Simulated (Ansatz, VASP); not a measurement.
# Na2HgAsBr6 in VASP and in Ansatz

```xyz
10
Lattice="0.0000 5.5638 5.5638 5.5638 0.0000 5.5638 5.5638 5.5638 0.0000" Properties=species:S:1:pos:R:3 pbc="T T T"
Na    8.3457    8.3457    8.3457
Na    2.7819    2.7819    2.7819
Hg    5.5638    5.5638    5.5638
As    0.0000    0.0000    0.0000
Br    2.6685    5.5638    5.5638
Br    5.5638    5.5638    2.6685
Br    8.4590    5.5638    5.5638
Br    5.5638    2.6685    5.5638
Br    5.5638    8.4590    5.5638
Br    5.5638    5.5638    8.4590
```

The cell comes from a database or a generator and needn't be the stable form of this composition.

Alike in both runs: task single point; functional PBE; k mesh 3 × 3 × 3; occupations fermi-dirac, width 0.2 eV; no spin polarisation.

|  | VASP | Ansatz |
| --- | --- | --- |
| version | VASP 6.6.1 | Ansatz 0.2.0 |
| potentials or method | VASP PAW PBE potentials, release 64 (Na_pv, Hg, As, Br) | plane waves, PAW |
| plane-wave cutoff (eV) | 520 | 630 |
| valence electrons in the cell | 73 | 95 |

Ansatz gave:

```
pressure (GPa)                     : -0.1
rms of the force components (eV/Å) : 0.002
```

Task: What did VASP give for the same quantities?

Result: Pressure (GPa): -0.1; rms of the force components (eV/Å): 0.009.

Atom by atom the forces differ by 0.007 eV/Å (rms over components). The two sets of potentials don't hold the same shells in valence. Ansatz warned: «force_scf_threshold_loose».

Caveats: an odd number of electrons without spin polarisation forces a metal; a magnetic or distorted state may lie lower. The runs have no spin-orbit coupling, so splittings on Hg are missing.
